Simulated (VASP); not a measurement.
Input:

```
NaCl
1.0
    0.00000     2.72880     2.72880
    2.72880     0.00000     2.72880
    2.72880     2.72880     0.00000
Na Cl
1 1
Direct
  0.00000   0.00000   0.00000
  0.50000   0.50000   0.50000
```

Computed with LDA (Ceperley-Alder, Perdew-Zunger), VASP's LDA PAW potentials (set 64) (plane waves; VASP). Run with 400 eV cut-off, 8×8×8 Γ-centred mesh, Gaussian smearing of 0.010 eV, potentials Na_pv Cl.

### Question
Give the electronic dielectric tensor ε∞ (DFPT, local fields included).

### Answer

```
2.67  0.00  0.00
0.00  2.67  0.00
0.00  0.00  2.67
```

### Question
Give the Born effective charges.

### Answer

```tsv
atom	Z*xx	Z*yy	Z*zz	mean
Na1	1.07	1.07	1.07	1.07
Cl2	-1.07	-1.07	-1.07	-1.07
```

### Question
And the static tensor with the ions free?

### Answer

```
5.38  0.00  0.00
0.00  5.38  0.00
0.00  0.00  5.38
```

### Question
Which frequencies do the optical Γ-point modes have (no LO-TO splitting)?

### Answer
191 (×3) cm⁻¹.

The compound is NaCl in the rock salt structure. It was relaxed first, which changed the volume by -9 %.
